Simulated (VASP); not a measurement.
A VASP calculation is set up with these files.

### POSCAR
```
ZrSb
1
    2.5307460000    -6.6875860000     0.0000000000
    2.5307460000     6.6875860000     0.0000000000
    0.0000000000     0.0000000000     4.9873930000
Sb Zr
2 2
Direct
  0.5640000000   0.4360000000   0.2500000000
  0.4360000000   0.5640000000   0.7500000000
  0.8547500000   0.1452500000   0.2500000000
  0.1452500000   0.8547500000   0.7500000000
```

### INCAR
```
SYSTEM = ZrSb
PREC = Accurate; ENCUT = 300; LREAL = .False.
LASPH = .True.
EDIFF = 1E-6; NELM = 100; ALGO = Normal
LMAXMIX = 4
ISMEAR = 0; SIGMA = 0.1
GGA = PS
ISIF = 2
LWAVE = .False.; LCHARG = .False.
```

KPOINTS:
```
Automatic mesh
0
Gamma
3 3 3
0 0 0
```

POTCAR, in this order: Sb Zr_sv (PBE.64 set). Program: vasp_std.

**Question.** Translate this PBEsol calculation to Quantum ESPRESSO's pw.x.

**Answer.** One equivalent input (not run):
```
&CONTROL
  calculation = 'scf'
  pseudo_dir = './pseudo'
  outdir = './out'
  tprnfor = .true.
  tstress = .true.
/
&SYSTEM
  ibrav = 0
  nat = 4
  ntyp = 2
  ecutwfc = 80
  occupations = 'smearing'
  smearing = 'gaussian'
  degauss = 0.00735
  input_dft = 'pbesol'
/
&ELECTRONS
  conv_thr = 7.3e-08
  electron_maxstep = 100
/
ATOMIC_SPECIES
  Sb 121.760 Sb.upf
  Zr 91.224 Zr.upf
CELL_PARAMETERS angstrom
     2.5307460   -6.6875860    0.0000000
     2.5307460    6.6875860    0.0000000
     0.0000000    0.0000000    4.9873930
ATOMIC_POSITIONS crystal
  Sb   0.5640000  0.4360000  0.2500000
  Sb   0.4360000  0.5640000  0.7500000
  Zr   0.8547500  0.1452500  0.2500000
  Zr   0.1452500  0.8547500  0.7500000
K_POINTS automatic
  3 3 3 0 0 0
```
What does not carry over: the potentials are each code's own (VASP's PAW set, PseudoDojo norm-conserving files in pw.x), so ENCUT and ecutwfc are chosen apart and not converted; conv_thr bounds pw.x's estimated SCF error, while EDIFF bounds the energy change between steps.

The structure was generated: ZrSb was put into an ordered model structure, which need not be its known phase. The cell was not relaxed at this level. The k-mesh is coarse (spacing up to 0.44 per Å, 2π included), so the numbers may not be converged in it. The run is one of a series of settings (GGA = PS, POTCAR Sb Zr_sv (PBE.64 set) against the base run), some of them coarse on purpose.
